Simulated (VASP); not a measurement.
All values below come from PBEsol GGA, VASP's PBE PAW potentials (set 64) (plane waves; VASP).

The input files of a VASP run:

File POSCAR:
```
PbO
1.0
  0.0000000000   2.6115135388   2.6115135388
  2.6115135388   0.0000000000   2.6115135388
  2.6115135388   2.6115135388   0.0000000000
Pb O
1 1
Cart
  0.0000000000   0.0000000000   0.0000000000
  1.3057567694   1.3057567694   1.3057567694
```

**INCAR**
```
SYSTEM = PbO
PREC = Accurate
ENCUT = 620
EDIFF = 1E-6
NELM = 100
ALGO = Normal
LREAL = .FALSE.
LASPH = .TRUE.
ISMEAR = 1
SIGMA = 0.1
GGA = PS
LMAXMIX = 4
LWAVE = .FALSE.
LCHARG = .FALSE.
IBRION = 2
ISIF = 3
NSW = 40
EDIFFG = -0.02
PSTRESS = 300
```

### KPOINTS
```
Automatic mesh
0
Gamma
12 12 12
0 0 0
```

POTCAR, in this order: Pb_d O (PBE.64 set). Program: vasp_std.

Output

**OSZICAR**
```
       N       E                     dE             d eps       ncg     rms          rms(c)
DAV:   1     0.193358644875E+03    0.19336E+03   -0.11855E+04  2030   0.196E+03
DAV:   2     0.360903289223E+01   -0.18975E+03   -0.18278E+03  2220   0.441E+02
DAV:   3    -0.122639253560E+02   -0.15873E+02   -0.15552E+02  2424   0.131E+02
DAV:   4    -0.126147898392E+02   -0.35086E+00   -0.35076E+00  2216   0.217E+01
DAV:   5    -0.126268182854E+02   -0.12028E-01   -0.12028E-01  2700   0.400E+00    0.832E+00
DAV:   6    -0.107158523076E+02    0.19110E+01   -0.12890E+01  2986   0.386E+01    0.396E+00
DAV:   7    -0.105734203380E+02    0.14243E+00   -0.14413E+00  2490   0.113E+01    0.137E+00
DAV:   8    -0.105553194060E+02    0.18101E-01   -0.20885E-01  2164   0.486E+00    0.644E-01
DAV:   9    -0.105499100548E+02    0.54094E-02   -0.10290E-02  2190   0.113E+00    0.167E-01
DAV:  10    -0.105499039443E+02    0.61104E-05   -0.10472E-03  2346   0.381E-01    0.494E-02
DAV:  11    -0.105499113326E+02   -0.73882E-05   -0.97226E-05  2108   0.134E-01    0.815E-03
DAV:  12    -0.105499132042E+02   -0.18716E-05   -0.53793E-06  2202   0.293E-02    0.578E-03
DAV:  13    -0.105499127444E+02    0.45978E-06   -0.43262E-07  1416   0.761E-03
   1 F= -.38800405E+01 E0= -.38801463E+01  d E =-.388004E+01
       N       E                     dE             d eps       ncg     rms          rms(c)
DAV:   1    -0.157162867419E+02   -0.51664E+01   -0.15246E+02  2454   0.233E+02    0.156E+01
DAV:   2    -0.100312967932E+02    0.56850E+01   -0.19938E+01  2448   0.826E+01    0.429E+00
DAV:   3    -0.943899159923E+01    0.59231E+00   -0.21009E+00  2868   0.389E+01    0.158E+00
DAV:   4    -0.939530677820E+01    0.43685E-01   -0.35145E-01  2628   0.109E+01    0.411E-01
DAV:   5    -0.940181870549E+01   -0.65119E-02   -0.43070E-02  2040   0.155E+00    0.201E-01
DAV:   6    -0.940089905905E+01    0.91965E-03   -0.50558E-03  2940   0.103E+00    0.887E-02
DAV:   7    -0.940138057510E+01   -0.48152E-03   -0.52471E-04  2898   0.398E-01    0.185E-02
DAV:   8    -0.940137603188E+01    0.45432E-05   -0.58257E-05  2510   0.104E-01    0.571E-03
DAV:   9    -0.940137708370E+01   -0.10518E-05   -0.52357E-06  2466   0.410E-02    0.277E-03
DAV:  10    -0.940137663822E+01    0.44548E-06   -0.42524E-07  1056   0.614E-03
   2 F= -.37501616E+01 E0= -.37502123E+01  d E =0.129879E+00
       N       E                     dE             d eps       ncg     rms          rms(c)
DAV:   1    -0.124674497847E+02   -0.30661E+01   -0.68746E+01  2454   0.197E+02    0.915E+00
DAV:   2    -0.105401066773E+02    0.19273E+01   -0.75771E+00  2430   0.416E+01    0.276E+00
DAV:   3    -0.102633259526E+02    0.27678E+00   -0.93245E-01  2770   0.249E+01    0.122E+00
DAV:   4    -0.102216423515E+02    0.41684E-01   -0.25258E-01  2324   0.958E+00    0.250E-01
DAV:   5    -0.102220955382E+02   -0.45319E-03   -0.13801E-02  2224   0.149E+00    0.121E-01
DAV:   6    -0.102224042201E+02   -0.30868E-03   -0.30244E-03  2592   0.717E-01    0.449E-02
DAV:   7    -0.102222405352E+02    0.16368E-03   -0.34081E-04  2564   0.219E-01    0.226E-02
DAV:   8    -0.102222191097E+02    0.21426E-04   -0.57342E-05  2112   0.839E-02    0.424E-03
DAV:   9    -0.102222189513E+02    0.15846E-06   -0.45386E-06  2256   0.214E-02
   3 F= -.39522369E+01 E0= -.39523830E+01  d E =-.721964E-01
       N       E                     dE             d eps       ncg     rms          rms(c)
DAV:   1    -0.102121789973E+02    0.10040E-01   -0.18144E-02  2460   0.289E+00    0.157E-01
DAV:   2    -0.102116155784E+02    0.56342E-03   -0.23155E-03  2454   0.697E-01    0.477E-02
DAV:   3    -0.102115366628E+02    0.78916E-04   -0.27868E-04  2866   0.394E-01    0.202E-02
DAV:   4    -0.102115270922E+02    0.95706E-05   -0.64240E-05  2294   0.157E-01    0.458E-03
DAV:   5    -0.102115278198E+02   -0.72766E-06   -0.37557E-06  2042   0.226E-02
   4 F= -.39523119E+01 E0= -.39524580E+01  d E =-.722714E-01
```

**OUTCAR**
```
------------------------ aborting loop because EDIFF is reached ----------------------------------------
  FORCE on cell =-STRESS in cart. coord.  units (eV):
  Direction    XX          YY          ZZ          XY          YZ          ZX
  --------------------------------------------------------------------------------------
  Total        6.2373217      6.2373217      6.2373217      0.0000000     -0.0000000     -0.0000000
  in kB      298.9506248    298.9506248    298.9506248      0.0000000     -0.0000000     -0.0000000
  external PRESSURE =      -1.0493752 kB  Pullay stress =     300.0000000 kB
  volume of cell :       33.43
      direct lattice vectors                 reciprocal lattice vectors
     0.000000000  2.556778394  2.556778394    -0.195558599  0.195558599  0.195558599
     2.556778394 -0.000000000  2.556778394     0.195558599 -0.195558599  0.195558599
     2.556778394  2.556778394 -0.000000000     0.195558599  0.195558599 -0.195558599
 POSITION                                       TOTAL-FORCE (eV/Angst)
 -----------------------------------------------------------------------------------
      0.00000      2.55678      2.55678         0.000000      0.000000      0.000000
      1.27839      1.27839      1.27839        -0.000000     -0.000000     -0.000000
 -----------------------------------------------------------------------------------
    total drift:                               -0.000000     -0.000000     -0.000000
  FREE ENERGIE OF THE ION-ELECTRON SYSTEM (eV)
  ---------------------------------------------------
  free  energy   TOTEN  =       -10.2115278198 eV

  energy  without entropy=      -10.2119659263  energy(sigma->0) =      -10.21167386
  enthalpy is  TOTEN    =        -3.9523119322 eV   P V=        6.2592158876

 reached required accuracy - stopping structural energy minimisation
```
(Selected blocks of OUTCAR.)

**CONTCAR**
```
PbO
   1.00000000000000
     0.0000000000000000    2.5567783943625102    2.5567783943625102
     2.5567783943625102   -0.0000000000000000    2.5567783943625102
     2.5567783943625102    2.5567783943625102   -0.0000000000000000
  Pb              O
     1     1
Direct
     1.0000000000000000    0.0000000000000000    0.0000000000000000
     0.2500000000000000    0.2500000000000000    0.2500000000000000
```

OUTCAR:
```
 val. band max:        8.1137079849   @ k =  -0.4167   0.5000   0.0833

 cond. band min:       8.1913419936   @ k =  -0.3333   0.5000   0.1667


 Fermi energy:         8.1624720570

 k-point     1 :       0.0000    0.0000    0.0000
  band No.  band energies     occupation
      1     -12.1825      2.00000
      2      -9.0595      2.00000
      3      -9.0595      2.00000
      4      -9.0595      2.00000
      5      -8.7288      2.00000
      6      -8.7288      2.00000
      7       0.8908      2.00000
      8       4.3703      2.00000
      9       4.3703      2.00000
     10       4.3703      2.00000
     11      13.9798      0.00000
     12      13.9798      0.00000
     13      13.9798      0.00000
     14      17.7827      0.00000

 k-point     2 :       0.0833    0.0000    0.0000
  band No.  band energies     occupation
      1     -12.1675      2.00000
      2      -9.0478      2.00000
      3      -9.0478      2.00000
      4      -9.0137      2.00000
      5      -8.7295      2.00000
      6      -8.7295      2.00000
      7       0.7547      2.00000
      8       4.3202      2.00000
      9       4.3202      2.00000
     10       4.4509      2.00000
     11      13.2166      0.00000
     12      14.0325      0.00000
     13      14.0325      0.00000
     14      18.5114      0.00000

 k-point     3 :       0.1667    0.0000    0.0000
  band No.  band energies     occupation
      1     -12.1312      2.00000
      2      -9.0188      2.00000
      3      -9.0188      2.00000
      4      -8.8708      2.00000
      5      -8.7281      2.00000
      6      -8.7281      2.00000
      7       0.3617      2.00000
      8       4.1853      2.00000
      9       4.1853      2.00000
     10       4.6646      2.00000
     11      11.9769      0.00000
     12      14.1485      0.00000
     13      14.1485      0.00000
     14      18.3540      0.00000

 k-point     4 :       0.2500    0.0000    0.0000
  band No.  band energies     occupation
...
```

Energy and stress use the plane-wave basis of the starting cell. Unless said otherwise, spin-orbit coupling is left out, though it shifts the bands of the heavy elements here.

The structure was generated: PbO was put into the zinc blende type (F-43m), which need not be its known phase. This run relaxes it under an external pressure of 30 GPa. Symmetry was kept, so distortions that lower it aren't found.
